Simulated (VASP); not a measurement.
Input:

```
CELL_PARAMETERS angstrom
      3.90768     0.00000     0.00000
      0.00000     3.90768     0.00000
      0.00000     0.00000     5.50912
ATOMIC_POSITIONS crystal
  Zn 0.50000 0.00000 0.76310
  Zn 0.00000 0.50000 0.23690
  Se 0.00000 0.00000 0.50000
  S  0.50000 0.50000 0.00000
```

Computed with r2SCAN meta-GGA, VASP's PBE PAW potentials (set 64) (plane waves; VASP 6.6.1). Settings: 400 eV cut-off, 6×6×5 Γ-centred mesh, tetrahedra with Blöchl corrections, potentials Zn Se S.

Q: Predict the energy per atom (σ→0), band gap (over mesh and band path) with the smallest direct gap where there is one.

A: 
The band gap (over mesh and band path) comes out as 2.19 eV, the smallest direct gap (over mesh and band path) is 2.19 eV and the energy per atom (σ→0) is -10.930 eV/atom.

Only differences to runs with the same potentials and settings are physical.

The structure comes from a computed database's Zn2SeS entry (P-4m2); how it stands against other phases isn't given here. It was relaxed first.
